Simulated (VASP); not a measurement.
A convergence study with VASP on Ti (hcp): one setting is varied, all else stays as given below, so the limit is that of these other settings. Each run relaxes cell and ions from the cell shown. The basis is that of the starting cell, so low cut-offs carry a Pulay error.

```xyz
2
Lattice="1.4750 -2.5548 0.0000 1.4750 2.5548 0.0000 0.0000 0.0000 4.6800" Properties=species:S:1:pos:R:3 pbc="T T T"
Ti     1.4750     0.8516     1.1700
Ti     1.4750    -0.8516     3.5100
```

Level of theory: PBEsol GGA, VASP's PBE PAW potentials (set 64) (plane waves; VASP). The tightest run used: 700 eV cut-off, 12×12×7 Γ-centred mesh, first-order Methfessel-Paxton smearing of 0.10 eV, potentials Ti_sv.

| setting | relaxed volume (Å³/atom) | E (eV/atom) | plane waves |
|---|---|---|---|
| ENCUT = 200 | 14.766 | -8.6264 | 240 |
| ENCUT = 250 | 16.449 | -8.3399 | 330 |
| ENCUT = 300 | 16.697 | -8.3233 | 428 |
| ENCUT = 350 | 16.586 | -8.3308 | 537 |
| ENCUT = 400 | 16.611 | -8.3363 | 657 |

Task: These are the cheaper rows. Estimate the results at ENCUT = 700, and how far the last row shown lies from them.

Result: 
```csv
quantity,tightest run,last row shown is off by
relaxed volume (Å³/atom),16.699,-0.087
E (eV/atom),-8.3393,0.0030
```

Left out are rungs that failed or repeat a setting and relaxations that didn't move; long series are thinned to 24 rows.

The compound is Ti in the hcp structure.
